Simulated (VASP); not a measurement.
# CaI2 (P-3m1) in VASP: electric field gradients with LDA

Aim: the electric field gradients of CaI2 with LDA.

Program: VASP 6.6.1. These are calculated values, not measurements. Logs are shortened: lines on timing, memory, paths and dates and some standing lists are left out, and cuts for length are marked.

### 1 The undisturbed crystal

The structure is trigonal, space group P-3m1 (No. 164). The conventional cell has a = 4.414 Å, b = 4.414 Å, c = 7.591 Å, α = 90.00°, β = 90.00°, γ = 120.00°. Ca (site symmetry -3m) has 6 I at 3.09 Å as nearest neighbours. I (site symmetry 3m) is surrounded by 3 Ca at 3.09 Å.

The cell comes from a database or a generator and needn't be the stable form of this composition.

### 2 Electric field gradients, LDA (volume scaled by 0.55)

The input, INCAR:

```
SYSTEM = CaI2
ALGO = Fast
EDIFF = 1E-8
ENCUT = 520
ISIF = 2
ISMEAR = -1
LASPH = .True.
LCHARG = .False.
LEFG = .True.
LREAL = .False.
LWAVE = .False.
NBANDS = 19
NELM = 100
PREC = Accurate
SIGMA = 0.03
```

The input, KPOINTS:

```
k-points
0
Gamma
  7 7 4
  0 0 0
```

The input, POSCAR:

```
CaI2
1.0
    3.6257686089      0.0000000000      0.0000000000
   -1.8128843045      3.1400077236      0.0000000000
    0.0000000000      0.0000000000      6.1870777552
Ca I
1 2
Direct
    0.0000000000      0.0000000000      0.0000000000
    0.3333333333      0.6666666667      0.2971520148
    0.6666666667      0.3333333333      0.7028479852
```

Potentials or basis: VASP PAW LDA potentials, release 64 (Ca_sv, I).

Started as:

```bash
> cat potpaw_LDA.64/Ca_sv/POTCAR potpaw_LDA.64/I/POTCAR > POTCAR
> mpirun -np 1 vasp_std > vasp.out
```

OUTCAR:

```text
SYSTEM = CaI2
   EDIFF = 1E-8
   ENCUT = 520
   ISIF = 2
   ISMEAR = -1
   LASPH = .True.
   LREAL = .False.
   NELM = 100
   PREC = Accurate

 ion  position               nearest neighbor table
   1  0.000  0.000  0.000-   2 2.79   3 2.79   3 2.79   2 2.79   3 2.79   2 2.79
   2  0.333  0.667  0.297-   1 2.79   1 2.79   1 2.79   3 3.27   3 3.27   3 3.27
   3  0.667  0.333  0.703-   1 2.79   1 2.79   1 2.79   2 3.27   2 3.27   2 3.27

  LATTYP: Found a hexagonal cell.
 ALAT       =     3.6257686089
 C/A-ratio  =     1.7064182585

  Lattice vectors:

 A1 = (   3.6257686089,   0.0000000000,   0.0000000000)
 A2 = (  -1.8128843045,   3.1400077236,   0.0000000000)
 A3 = (   0.0000000000,   0.0000000000,   6.1870777552)

Analysis of symmetry for initial positions (statically):
=====================================================================
 Subroutine PRICEL returns:
 Original cell was already a primitive cell.

 Routine SETGRP: Setting up the symmetry group for a
 hexagonal supercell.

 Subroutine GETGRP returns: Found 12 space group operations
 (whereof 12 operations were pure point group operations)
 out of a pool of 24 trial point group operations.

The static configuration has the point symmetry D_3d.

Analysis of symmetry for dynamics (positions and initial velocities):
=====================================================================
 Subroutine PRICEL returns:
 Original cell was already a primitive cell.

 Routine SETGRP: Setting up the symmetry group for a
 hexagonal supercell.

 Subroutine GETGRP returns: Found 12 space group operations
 (whereof 12 operations were pure point group operations)
 out of a pool of 24 trial point group operations.

The dynamic configuration has the point symmetry D_3d.

 Subroutine INISYM returns: Found 12 space group operations
 (whereof 12 operations are pure point group operations),
 and found     1 'primitive' translations

----------------------------------------------------------------------------------------

                                     Primitive cell

  volume of cell :      70.4395

  direct lattice vectors                    reciprocal lattice vectors
     3.625768609  0.000000000  0.000000000     0.275803590  0.159235277  0.000000000
    -1.812884305  3.140007724  0.000000000     0.000000000  0.318470554  0.000000000
     0.000000000  0.000000000  6.187077755     0.000000000  0.000000000  0.161627191

  length of vectors
     3.625768609  3.625768609  6.187077755     0.318470554  0.318470554  0.161627191

  position of ions in fractional coordinates (direct lattice)
     0.000000000  0.000000000  0.000000000
     0.333333333  0.666666667  0.297152015
     0.666666667  0.333333333  0.702847985

  ion indices of the primitive-cell ions
   primitive index   ion index
                 1           1
                 2           2
                 3           3

----------------------------------------------------------------------------------------

 KPOINTS: k-points

Automatic generation of k-mesh.
 Grid dimensions read from file:
 generate k-points for:    7    7    4

 Generating k-lattice:

  Cartesian coordinates                     Fractional coordinates (reciprocal lattice)
     0.039400513  0.022747897  0.000000000     0.142857143 -0.000000000  0.000000000
     0.000000000  0.045495793  0.000000000     0.000000000  0.142857143  0.000000000
     0.000000000  0.000000000  0.040406798     0.000000000  0.000000000  0.250000000

  Length of vectors
     0.045495793  0.045495793  0.040406798

  Shift w.r.t. Gamma in fractional coordinates (k-lattice)
     0.000000000  0.000000000  0.000000000

 Subroutine IBZKPT returns following result:
 ===========================================

 Found     28 irreducible k-points:

 Following reciprocal coordinates:
            Coordinates               Weight
  0.000000  0.000000  0.000000      1.000000
  0.142857  0.000000  0.000000      6.000000
  0.285714  0.000000  0.000000      6.000000
  0.428571  0.000000  0.000000      6.000000
  0.142857  0.142857  0.000000      6.000000
  0.285714  0.142857  0.000000     12.000000
[... 16 lines left out ...]
  0.285714  0.000000  0.500000      6.000000
  0.428571  0.000000  0.500000      6.000000
 [... further k-points ...]
   k-points           NKPTS =     28   k-points in BZ     NKDIM =     28   number of bands    NBANDS=     19
   number of dos      NEDOS =    301   number of ions     NIONS =      3
   total plane-waves  NPLWV =  37632
   dimension x,y,z NGX =    28 NGY =   28 NGZ =   48
   dimension x,y,z NGXF=    56 NGYF=   56 NGZF=   96
   ions per type =               1   2
   NGX,Y,Z   is equivalent  to a cutoff of  12.84, 12.84, 12.90 a.u.
   NGXF,Y,Z  is equivalent  to a cutoff of  25.68, 25.68, 25.80 a.u.
 SYSTEM =  CaI2
   PREC   = accura    normal or accurate (medium, high low for compatibility)
   ISTART =      0    job   : 0-new  1-cont  2-samecut
   ICHARG =      2    charge: 1-file 2-atom 10-const
   ISPIN  =      1    spin polarized calculation?
   LNONCOLLINEAR =      F non collinear calculations
   LSORBIT =      F    spin-orbit coupling
   LASPH  =      T    aspherical Exc in radial PAW
   ENCUT  =  520.0 eV  38.22 Ry    6.18 a.u.   6.74  6.74 11.50*2*pi/ulx,y,z
   NELM   =    100;   NELMIN=  2; NELMDL= -5     # of ELM steps
   EDIFF  = 0.1E-07   stopping-criterion for ELM
   LREAL  =      F    real-space projection
   EDIFFG = 0.1E-06   stopping-criterion for IOM
   NSW    =      0    number of steps for IOM
   IBRION =     -1    ionic relax: 0-MD 1-quasi-New 2-CG
   NFREE  =      0    steps in history (QN), initial steepest desc. (CG)
   ISIF   =      2    stress and relaxation
   ISYM   =      2    0-nonsym 1-usesym 2-fastsym
   POTIM  = 0.5000    time-step for ionic-motion
   TEBEG  =    0.0;   TEEND  =   0.0 temperature during run
   PSTRESS=    0.0 pullay stress
   NELECT =      24.0000    total number of electrons
   NUPDOWN=      -1.0000    fix difference up-down
   EMIN   =  10.00;   EMAX   =-10.00  energy-range for DOS
   EFERMI =   0.00;   METHOD = LEGACY
   ISMEAR =    -1;   SIGMA  =   0.03  broadening in eV -4-tet -1-fermi 0-gaus
   EFERMI_NEDOS =   21; number of points for ismear=-14 and -15
   IALGO  =     68    algorithm
   IMIX   =      4    mixing-type and parameters
     AMIX     =   0.40;   BMIX     =  1.00
     AMIX_MAG =   1.60;   BMIX_MAG =  1.00
  volume/ion in A,a.u.               =      23.48       158.45
  Fermi-wavevector in a.u.,A,eV,Ry     =   1.143422  2.160754 17.788438  1.307413
  Thomas-Fermi vector in A             =   2.280117
   LORBIT       =      0    0 simple, 1 ext, 2 COOP (PROOUT), +10 PAW based schemes
   GGA     = CA    functional components
   LHFCALC =     F    Hartree Fock is set to
   AEXX    =    0.0000 exact exchange contribution
   IVDW    =     0    specifies the selected vdW correction
   LEPSILON=     F    determine dielectric tensor
   LRPA    =     F    only Hartree local field effects (RPA)
 non-spin polarized calculation
 RMM-DIIS sequential band-by-band and
  energy-cutoff  :      520.00
  volume of cell :       70.44
 maximum number of plane-waves:      1913
 NGX is ok and might be reduce to    28

 number of electron      24.0000002 magnetization

 Free energy of the ion-electron system (eV)
  ---------------------------------------------------
  ext. energy  EPLUGINS =         0.00000000
  ---------------------------------------------------
  free energy    TOTEN  =        -9.03006913 eV

  energy without entropy =       -9.03006913  energy(sigma->0) =       -9.03006913

 E-fermi :   8.4590     XC(G=0): -10.6930

 val. band max:        7.8854896674   @ k =   0.0000   0.0000   0.0000
 cond. band min:       9.0828389627   @ k =   0.4286   0.0000   0.0000
 fundamental gap:      1.1973492953
 Fermi energy:         8.4589965031

 k-point     1 :       0.0000    0.0000    0.0000
  band No.  band energies     occupation
      1     -31.4046      2.00000
      2     -13.1035      2.00000
      3     -12.7409      2.00000
      4     -12.7409      2.00000
      5      -6.9668      2.00000
      6      -4.7684      2.00000
[... 11 lines left out ...]
     18      12.5503      0.00000
     19      13.7902      0.00000

 k-point     2 :       0.1429    0.0000    0.0000
  band No.  band energies     occupation
      1     -31.3973      2.00000
      2     -13.0709      2.00000
      3     -12.8262      2.00000
      4     -12.7562      2.00000
      5      -6.7140      2.00000
      6      -4.7240      2.00000
[... 11 lines left out ...]
     18      13.8974      0.00000
     19      15.0112      0.00000

 k-point     3 :       0.2857    0.0000    0.0000
  band No.  band energies     occupation
      1     -31.3808      2.00000
      2     -13.0232      2.00000
      3     -12.9812      2.00000
      4     -12.7903      2.00000
      5      -6.0496      2.00000
      6      -4.6425      2.00000
[... 11 lines left out ...]
     18      14.1171      0.00000
     19      14.6431      0.00000

 k-point     4 :       0.4286    0.0000    0.0000
  band No.  band energies     occupation
      1     -31.3675      2.00000
      2     -13.1496      2.00000
      3     -12.9311      2.00000
      4     -12.8175      2.00000
      5      -5.2649      2.00000
      6      -4.7110      2.00000
[... 407 lines left out ...]
     18      14.1869      0.00000
     19      15.0905      0.00000

 k-point    23 :       0.2857    0.0000    0.5000
  band No.  band energies     occupation
      1     -31.3808      2.00000
      2     -13.0251      2.00000
      3     -12.9840      2.00000
      4     -12.7901      2.00000
      5      -5.8637      2.00000
      6      -4.8848      2.00000
[... 11 lines left out ...]
     18      13.6540      0.00000
     19      14.0108      0.00000

 k-point    24 :       0.4286    0.0000    0.5000
  band No.  band energies     occupation
      1     -31.3675      2.00000
      2     -13.1471      2.00000
      3     -12.9339      2.00000
      4     -12.8172      2.00000
      5      -5.4188      2.00000
      6      -4.5061      2.00000
[... 11 lines left out ...]
     18      13.6084      0.00000
     19      14.5740      0.00000

 [... further k-points ...]

------------------------ aborting loop because EDIFF is reached ----------------------------------------

  FORCE on cell =-STRESS in cart. coord.  units (eV):
  Direction    XX          YY          ZZ          XY          YZ          ZX
  --------------------------------------------------------------------------------------
  -------------------------------------------------------------------------------------
  Total       11.6108440     11.6108440     11.6511888     -0.0000000      0.0000000      0.0000000
  in kB      264.0936744    264.0936744    265.0113341     -0.0000000      0.0000000      0.0000000
  external PRESSURE =     264.3995610 kB  Pullay stress =       0.0000000 kB

 VOLUME and BASIS-vectors are now :
 -----------------------------------------------------------------------------
  energy-cutoff  :      520.00
  volume of cell :       70.44
      direct lattice vectors                 reciprocal lattice vectors
     3.625768609  0.000000000  0.000000000     0.275803590  0.159235277  0.000000000
    -1.812884305  3.140007724  0.000000000     0.000000000  0.318470554  0.000000000
     0.000000000  0.000000000  6.187077755     0.000000000  0.000000000  0.161627191

 POSITION                                       TOTAL-FORCE (eV/Angst)
 -----------------------------------------------------------------------------------
      0.00000      0.00000      0.00000        -0.000000      0.000000     -0.000000
     -0.00000      2.09334      1.83850        -0.000000      0.000000      0.052190
      1.81288      1.04667      4.34858         0.000000     -0.000000     -0.052190
 -----------------------------------------------------------------------------------
    total drift:                               -0.000000      0.000000     -0.000000

  FREE ENERGIE OF THE ION-ELECTRON SYSTEM (eV)
  ---------------------------------------------------
  free  energy   TOTEN  =        -9.0300691329 eV

  energy  without entropy=       -9.0300691327  energy(sigma->0) =       -9.03006913

 Electric field gradients (V/A^2)
---------------------------------------------------------------------
 ion       V_xx      V_yy      V_zz      V_xy      V_xz      V_yz
---------------------------------------------------------------------
   1       6.384     6.384   -12.768     0.000    -0.000     0.000
   2     -46.433   -46.434    92.867    -0.000    -0.000     0.000
   3     -46.433   -46.434    92.867    -0.000    -0.000     0.000
---------------------------------------------------------------------

 Electric field gradients after diagonalization (V/A^2)
 (convention: |V_zz| > |V_xx| > |V_yy|)
----------------------------------------------------------------------
 ion       V_xx      V_yy      V_zz     asymmetry (V_yy - V_xx)/ V_zz
----------------------------------------------------------------------
   1       6.385     6.384   -12.768       0.000
   2     -46.434   -46.433    92.867       0.000
   3     -46.434   -46.433    92.867       0.000
----------------------------------------------------------------------

           NMR quadrupolar parameters

 Cq : quadrupolar parameter    Cq=e*Q*V_zz/h
 eta: asymmetry parameters     (V_yy - V_xx)/ V_zz
 Q  : nuclear electric quadrupole moment in mb (millibarn)
----------------------------------------------------------------------
 ion       Cq(MHz)       eta       Q (mb)
----------------------------------------------------------------------
   1      -0.031       0.000       1.000
   2       0.225       0.000       1.000
   3       0.225       0.000       1.000
----------------------------------------------------------------------
```

Run time: 77 s. Hardware: 1 thread of Intel Xeon Platinum 8488C (Sapphire Rapids), shared host; peak memory 0.17 GiB.

What came out:

* Free energy: -9.0301 eV
* Pressure: 26.4 GPa
* Largest force: 0.052 eV/Å
* Band gap on the k mesh: 1.20 eV, indirect (least direct gap 2.14 eV)

Forces in eV/Å, atoms in the order of the input:
```
Ca   0.000  0.000  0.000
I    0.000  0.000  0.052
I    0.000  0.000 -0.052
```

Levels at points of the mesh, in eV from the valence-band top:
```csv
k point,band 10,band 11,band 12,band 13,band 14,band 15
"(0.00, 0.00, 0.00)",-0.17,0.00,0.00,2.14,3.60,3.60
"(0.00, 0.00, 0.50)",-1.12,-0.81,-0.81,2.95,3.46,3.46
```

Electric field gradients, principal values (V/Å²):
| atom | Vxx | Vyy | Vzz |
| --- | --- | --- | --- |
| 1 Ca | 6.384 | 6.385 | -12.768 |
| 2 I | -46.433 | -46.434 | 92.867 |
| 3 I | -46.433 | -46.434 | 92.867 |

Caveat: so large a pressure means that the cell lies far from this level's equilibrium, or that cutoff or potentials fall short; spin-orbit coupling is left out, which moves the levels of the heavy elements; an odd mesh through Γ misses points on the zone boundary, where band edges often lie.
